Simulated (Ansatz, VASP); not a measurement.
# ZnO (zincite) in two plane-wave programs, part 3 of 3

Wanted: the spread between two codes on one cell, functional and k mesh. The cell is taken from a series of runs on this material, whose earlier steps may have relaxed, scaled, displaced or heated it; both programs get it as it stands.

VASP 6.6.1 and Ansatz 0.2.0.

So far: Set-up; Ansatz: zone-centre phonons, PBE; VASP: zone-centre phonons, PBE.

### Step 3. VASP: zone-centre phonons, PBE (continued)

Level of this step: PBE; plane waves and PAW (O, Zn) (VASP).

Numbers of over 12 decimals in the logs are rounded to 6 here.

From OUTCAR (step 3):

```text
ion  position               nearest neighbor table
   1  0.667  0.333  0.379-   3 1.97   3 1.97   3 1.97   4 1.98
   2  0.333  0.667  0.879-   4 1.97   4 1.97   4 1.97   3 1.98
   3  0.333  0.667  0.500-   1 1.97   1 1.97   1 1.97   2 1.98
   4  0.667  0.333  1.000-   2 1.97   2 1.97   2 1.97   1 1.98

  LATTYP: Found a hexagonal cell.
 ALAT       =     3.2359054834
 C/A-ratio  =     1.6136752557

 Subroutine GETGRP returns: Found 12 space group operations
 (whereof  6 operations were pure point group operations)

The static configuration has the point symmetry C_3v.
 The point group associated with its full space group is C_6v.

 Found    162 irreducible k-points:

   k-points           NKPTS =    162   k-points in BZ     NKDIM =    162   number of bands    NBANDS=     24

   dimension x,y,z NGX =    28 NGY =   28 NGZ =   42
   dimension x,y,z NGXF=    56 NGYF=   56 NGZF=   84

   ENCUT  =  600.0 eV  44.10 Ry    6.64 a.u.   6.46  6.46 10.43*2*pi/ulx,y,z

   NELECT =      36.0000    total number of electrons

 k-points in reciprocal lattice and weights: Automatic mesh
   0.00000000  0.00000000  0.00000000       0.000
   0.06666667  0.00000000  0.00000000       0.003
   0.13333333  0.00000000  0.00000000       0.003
   0.20000000  0.00000000  0.00000000       0.003
   0.26666667  0.00000000  0.00000000       0.003
   0.33333333  0.00000000  0.00000000       0.003
   0.40000000  0.00000000  0.00000000       0.003
   0.46666667  0.00000000  0.00000000       0.003
   0.06666667  0.06666667  0.00000000       0.003
[...]
-1.617952742  2.802376353  0.000000000     0.000000000  0.356840008  0.000000000
     0.000000000  0.000000000  5.221700608     0.000000000  0.000000000  0.191508490

 POSITION                                       TOTAL-FORCE (eV/Angst)
 -----------------------------------------------------------------------------------
      1.61795      0.93413      1.97929         0.000000      0.000000     -0.000772
     -0.00000      1.86825      4.59014        -0.000000     -0.000000     -0.000772
     -0.00000      1.86825      2.61064        -0.000000      0.000000      0.000772
      1.61795      0.93413      5.22149         0.000000      0.000000      0.000772
 -----------------------------------------------------------------------------------
    total drift:                               -0.000000      0.000000     -0.000998

 MACROSCOPIC STATIC DIELECTRIC TENSOR (including local field effects in DFT)
 ------------------------------------------------------
           5.124253     0.000000     0.000000
          -0.000000     5.124253    -0.000000
           0.000000     0.000000     5.133756
 ------------------------------------------------------

 PIEZOELECTRIC TENSOR (including local field effects)  for field in x, y, z        (C/m^2)
          XX          YY          ZZ          XY          YZ          ZX
  --------------------------------------------------------------------------------
  x     0.00000    -0.00000     0.00000     0.00000     0.00000     0.40725
  y     0.00000     0.00000     0.00000     0.00000     0.40725     0.00000
  z     0.38516     0.38516    -0.77835     0.00000    -0.00000     0.00000

 BORN EFFECTIVE CHARGES (including local field effects) (in |e|, cummulative output)
 ---------------------------------------------------------------------------------
 ion    1
    1    -2.10670     0.00000     0.00000
    2     0.00000    -2.10670     0.00000
    3     0.00000     0.00000    -2.15998
 ion    2
    1    -2.10670     0.00000     0.00000
    2     0.00000    -2.10670     0.00000
    3     0.00000     0.00000    -2.15998
 ion    3
    1     2.10670    -0.00000     0.00000
    2     0.00000     2.10670     0.00000
    3     0.00000    -0.00000     2.15998
 ion    4
    1     2.10670     0.00000     0.00000
    2     0.00000     2.10670     0.00000
    3     0.00000     0.00000     2.15998

 Eigenvectors and eigenvalues of the dynamical matrix
 ----------------------------------------------------

   1 f  =   16.275838 THz   102.264105 2PiTHz  542.903510 cm-1    67.311426 meV
             X         Y         Z           dx          dy          dz
      1.617953  0.934125  1.979289    -0.000000   -0.000000    0.699071
     -0.000000  1.868251  4.590139     0.000000    0.000000   -0.699071
     -0.000000  1.868251  2.610638     0.000000    0.000000    0.106298
      1.617953  0.934125  5.221488    -0.000000    0.000000   -0.106298

   2 f  =   13.093695 THz    82.270113 2PiTHz  436.758657 cm-1    54.151148 meV
             X         Y         Z           dx          dy          dz
      1.617953  0.934125  1.979289     0.000002   -0.651266   -0.000000
     -0.000000  1.868251  4.590139    -0.000002    0.651266   -0.000000
     -0.000000  1.868251  2.610638    -0.000001    0.275413    0.000000
      1.617953  0.934125  5.221488     0.000001   -0.275413   -0.000000

   3 f  =   13.093695 THz    82.270113 2PiTHz  436.758657 cm-1    54.151148 meV
             X         Y         Z           dx          dy          dz
      1.617953  0.934125  1.979289    -0.651266   -0.000002   -0.000000
     -0.000000  1.868251  4.590139     0.651266    0.000002   -0.000000
     -0.000000  1.868251  2.610638     0.275413    0.000001   -0.000000
      1.617953  0.934125  5.221488    -0.275413   -0.000001   -0.000000

   4 f  =   12.108648 THz    76.080882 2PiTHz  403.901037 cm-1    50.077324 meV
             X         Y         Z           dx          dy          dz
      1.617953  0.934125  1.979289     0.000003    0.633693   -0.000000
     -0.000000  1.868251  4.590139     0.000003    0.633693    0.000000
     -0.000000  1.868251  2.610638    -0.000001   -0.313741    0.000000
      1.617953  0.934125  5.221488    -0.000001   -0.313741   -0.000000

   5 f  =   12.108648 THz    76.080882 2PiTHz  403.901037 cm-1    50.077324 meV
             X         Y         Z           dx          dy          dz
      1.617953  0.934125  1.979289     0.633693   -0.000003   -0.000000
     -0.000000  1.868251  4.590139     0.633693   -0.000003   -0.000000
     -0.000000  1.868251  2.610638    -0.313741    0.000001    0.000000
      1.617953  0.934125  5.221488    -0.313741    0.000001    0.000000

   6 f  =   11.515099 THz    72.351502 2PiTHz  384.102366 cm-1    47.622602 meV
             X         Y         Z           dx          dy          dz
      1.617953  0.934125  1.979289    -0.000000    0.000000   -0.633123
     -0.000000  1.868251  4.590139    -0.000000    0.000000   -0.633123
     -0.000000  1.868251  2.610638     0.000000   -0.000000    0.314889
      1.617953  0.934125  5.221488     0.000000    0.000000    0.314889

   7 f  =    7.698618 THz    48.371843 2PiTHz  256.798254 cm-1    31.838911 meV
             X         Y         Z           dx          dy          dz
      1.617953  0.934125  1.979289    -0.000000    0.000000    0.106298
     -0.000000  1.868251  4.590139    -0.000000    0.000000   -0.106298
     -0.000000  1.868251  2.610638     0.000000   -0.000000   -0.699071
      1.617953  0.934125  5.221488    -0.000000    0.000000    0.699071

   8 f  =    2.491539 THz    15.654800 2PiTHz   83.108790 cm-1    10.304172 meV
             X         Y         Z           dx          dy          dz
      1.617953  0.934125  1.979289     0.000031   -0.275413   -0.000000
     -0.000000  1.868251  4.590139    -0.000031    0.275413   -0.000000
     -0.000000  1.868251  2.610638     0.000073   -0.651266   -0.000000
      1.617953  0.934125  5.221488    -0.000073    0.651266   -0.000000

   9 f  =    2.491539 THz    15.654800 2PiTHz   83.108790 cm-1    10.304172 meV
             X         Y         Z           dx          dy          dz
      1.617953  0.934125  1.979289    -0.275413   -0.000031    0.000000
     -0.000000  1.868251  4.590139     0.275413    0.000031    0.000000
     -0.000000  1.868251  2.610638    -0.651266   -0.000073    0.000000
      1.617953  0.934125  5.221488     0.651266    0.000073    0.000000

  10 f/i=    0.004307 THz     0.027059 2PiTHz    0.143650 cm-1     0.017810 meV
             X         Y         Z           dx          dy          dz
      1.617953  0.934125  1.979289    -0.118215   -0.290618   -0.000000
     -0.000000  1.868251  4.590139    -0.118215   -0.290618   -0.000000
     -0.000000  1.868251  2.610638    -0.238771   -0.586988   -0.000000
      1.617953  0.934125  5.221488    -0.238771   -0.586988   -0.000000

  11 f/i=    0.004307 THz     0.027059 2PiTHz    0.143650 cm-1     0.017810 meV
             X         Y         Z           dx          dy          dz
      1.617953  0.934125  1.979289    -0.290618    0.118215   -0.000000
     -0.000000  1.868251  4.590139    -0.290618    0.118215   -0.000000
     -0.000000  1.868251  2.610638    -0.586988    0.238771   -0.000000
      1.617953  0.934125  5.221488    -0.586988    0.238771   -0.000000

  12 f/i=    0.024956 THz     0.156804 2PiTHz    0.832445 cm-1     0.103210 meV
             X         Y         Z           dx          dy          dz
      1.617953  0.934125  1.979289     0.000000   -0.000000   -0.314889
     -0.000000  1.868251  4.590139     0.000000   -0.000000   -0.314889
     -0.000000  1.868251  2.610638     0.000000   -0.000000   -0.633123
      1.617953  0.934125  5.221488     0.000000   -0.000000   -0.633123

 MACROSCOPIC STATIC DIELECTRIC TENSOR IONIC CONTRIBUTION
 ------------------------------------------------------
           4.396228     0.000000     0.000000
           0.000000     4.396228    -0.000000
           0.000000    -0.000000     5.095992
 ------------------------------------------------------

 ELASTIC MODULI CONTR FROM IONIC RELAXATION (kBar)
 Direction    XX          YY          ZZ          XY          YZ          ZX
 --------------------------------------------------------------------------------
 XX        -806.6735    319.0633    483.0229     -0.0000     -0.0000      0.0000
 YY         319.0633   -806.6735    483.0229      0.0000      0.0000     -0.0000
 ZZ         483.0229    483.0229   -956.9576     -0.0000     -0.0000      0.0000
 XY          -0.0000      0.0000     -0.0000   -562.8684      0.0000     -0.0000
 YZ           0.0000      0.0000     -0.0000      0.0000   -219.1530     -0.0000
 ZX           0.0000     -0.0000      0.0000     -0.0000     -0.0000   -214.0807
 --------------------------------------------------------------------------------

 PIEZOELECTRIC TENSOR IONIC CONTR  for field in x, y, z        (C/m^2)
          XX          YY          ZZ          XY          YZ          ZX
  --------------------------------------------------------------------------------
  x     0.00000    -0.00000     0.00000     0.00000    -0.00000    -0.91285
  y    -0.00000     0.00000    -0.00000     0.00000    -0.92360    -0.00000
  z    -1.04884    -1.04884     2.07794     0.00000     0.00000    -0.00000
```

With a direct gap this small, the dielectric response converges slowly with the mesh, so tensor and charges are uncertain; a mesh that holds the point of the least gap tends to give too large a tensor.

### Step 4. Differences

Known differences besides the potentials themselves: fixed occupations in Ansatz, narrow Gaussian smearing in VASP; VASP's response is taken on the typed mesh, Ansatz refines its own for the field response alone; the cutoff is 420 eV in Ansatz and 600 eV in VASP; VASP's log repeats an internal error in its field response. Total energies have different zeros and are not compared.

The two programs side by side:

```csv
quantity,Ansatz,VASP,difference
ε∞ xx,5.06,5.12,-1.28 %
ε∞ yy,5.06,5.12,-1.28 %
ε∞ zz,5.12,5.13,-0.34 %
Born charge of O1 (mean of the diagonal) (e),-2.12,-2.12,0.00
Born charge of Zn3 (mean of the diagonal) (e),2.12,2.12,0.00
optical mode 1 to 2 (cm⁻¹),84.8,83.1,+2.02 %
optical mode 3 (cm⁻¹),253.8,256.8,-1.17 %
optical mode 4 (cm⁻¹),375.8,384.1,-2.17 %
optical mode 5 to 6 (cm⁻¹),396.1,403.9,-1.94 %
optical mode 7 to 8 (cm⁻¹),428.2,436.8,-1.95 %
optical mode 9 (cm⁻¹),537.3,542.9,-1.02 %
```

Modes are paired by rising frequency, not by their patterns, so a pair may set unlike modes beside each other; they are those without the splitting of longitudinal modes.

### Step 5. What came out

```json
{
  "r.m.s. difference of the optical zone-centre modes, each program's sorted by frequency (zone-centre phonons, PBE)": "6.5 cm⁻¹",
  "difference in optical mode 4 (zone-centre phonons, PBE)": "-2.2 %"
}
```

In words: The r.m.s. difference of the optical zone-centre modes, each program's sorted by frequency is 6.5 cm⁻¹ (zone-centre phonons, PBE). Among the rows given in per cent, the largest difference of the zone-centre phonons, PBE pair is in optical mode 4, -2.2 %. How closely two codes agree says nothing of how well the functional describes the real material.

[Lines on the potential files, build, host, timing and source positions are cut from VASP's logs without a mark.]

[Logs are printed without paths, hosts, clocks, repeated set-up lines and the standing remarks that a program may print on its own settings, such as how far it seeks lower states.]

[Hosts, paths, dates, database ids (printed as entryN), source tags and the programs' standing remarks are cut or masked in the printed files.]
